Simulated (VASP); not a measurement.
Method: revTPSS meta-GGA, VASP's PBE PAW potentials (set 64) (plane waves; VASP).

VASP ran on this input.

KPOINTS:
```
Regular mesh
0
gamma
 17 17 17
```

**POSCAR**
```
Cu
1
    0.0000000000     1.8148283747     1.8148283747
    1.8148283747     0.0000000000     1.8148283747
    1.8148283747     1.8148283747     0.0000000000
Cu
1
Direct
  0.0000000000   0.0000000000   0.0000000000
```

INCAR:
```
SYSTEM = Cu
PREC = Accurate
ENCUT = 520
EDIFF = 1E-7
NELM = 100
ALGO = Normal
LREAL = .FALSE.
LASPH = .TRUE.
ISMEAR = 1
SIGMA = 0.1
METAGGA = RTPSS
LMIXTAU = .TRUE.
LMAXMIX = 4
LWAVE = .FALSE.
LCHARG = .FALSE.
ISIF = 2
```

POTCAR, in this order: Cu (PBE.64 set). Program: vasp_std.

What VASP printed:

File OSZICAR:
```
       N       E                     dE             d eps       ncg     rms          rms(c)
DAV:   1     0.579353068801E+02    0.57935E+02   -0.71579E+03  3002   0.265E+03
DAV:   2     0.791039733047E+01   -0.50025E+02   -0.47903E+02  2984   0.280E+02
DAV:   3     0.449049794997E+01   -0.34199E+01   -0.33732E+01  3700   0.118E+02
DAV:   4     0.443165100775E+01   -0.58847E-01   -0.58835E-01  3632   0.151E+01
DAV:   5     0.443065049199E+01   -0.10005E-02   -0.10005E-02  3892   0.175E+00    0.514E+00
DAV:   6     0.612322152563E+00   -0.38183E+01   -0.18340E+01  2970   0.977E+01    0.106E+00
DAV:   7     0.743031955893E+00    0.13071E+00   -0.34600E+00  3057   0.428E+01    0.148E+00
DAV:   8     0.627233256713E+00   -0.11580E+00   -0.29590E+00  3118   0.481E+01    0.196E+00
DAV:   9     0.657376840037E+00    0.30144E-01   -0.45604E-01  4002   0.119E+01    0.428E-01
DAV:  10     0.691773764872E+00    0.34397E-01   -0.49323E-02  3110   0.532E+00    0.218E-01
DAV:  11     0.694585436177E+00    0.28117E-02   -0.24990E-03  3315   0.119E+00    0.183E-01
DAV:  12     0.695334728467E+00    0.74929E-03   -0.99793E-04  3288   0.860E-01    0.103E-01
DAV:  13     0.695495018893E+00    0.16029E-03   -0.39761E-04  3324   0.516E-01    0.506E-02
DAV:  14     0.695536630223E+00    0.41611E-04   -0.23738E-04  3163   0.368E-01    0.839E-03
DAV:  15     0.695537669698E+00    0.10395E-05   -0.14418E-06  3452   0.215E-02    0.679E-03
DAV:  16     0.695538927841E+00    0.12581E-05   -0.59422E-06  3040   0.583E-02    0.433E-04
DAV:  17     0.695539089625E+00    0.16178E-06   -0.15294E-07  1745   0.106E-02    0.772E-04
DAV:  18     0.695539139179E+00    0.49554E-07   -0.89458E-08  1570   0.762E-03
   1 F= 0.69553914E+00 E0= 0.69545309E+00  d E =0.258144E-03
```

**OUTCAR**
```
------------------------ aborting loop because EDIFF is reached ----------------------------------------
  FORCE on cell =-STRESS in cart. coord.  units (eV):
  Direction    XX          YY          ZZ          XY          YZ          ZX
  --------------------------------------------------------------------------------------
  Total       -0.6840874     -0.6840874     -0.6840874      0.0000000      0.0000000      0.0000000
  in kB      -91.6822959    -91.6822959    -91.6822959      0.0000000      0.0000000      0.0000000
  external PRESSURE =     -91.6822959 kB  Pullay stress =       0.0000000 kB
  volume of cell :       11.95
      direct lattice vectors                 reciprocal lattice vectors
     0.000000000  1.814828375  1.814828375    -0.275508146  0.275508146  0.275508146
     1.814828375  0.000000000  1.814828375     0.275508146 -0.275508146  0.275508146
     1.814828375  1.814828375  0.000000000     0.275508146  0.275508146 -0.275508146
 POSITION                                       TOTAL-FORCE (eV/Angst)
 -----------------------------------------------------------------------------------
      0.00000      0.00000      0.00000         0.000000     -0.000000     -0.000000
 -----------------------------------------------------------------------------------
    total drift:                               -0.000000      0.000000     -0.000000
  FREE ENERGIE OF THE ION-ELECTRON SYSTEM (eV)
  ---------------------------------------------------
  free  energy   TOTEN  =         0.6955391392 eV

  energy  without entropy=        0.6952809947  energy(sigma->0) =        0.69545309
```
(Selected blocks of OUTCAR.)

The compound is Cu in the fcc structure. This cell is one point of a volume scan, at 1.06 of the reference volume.
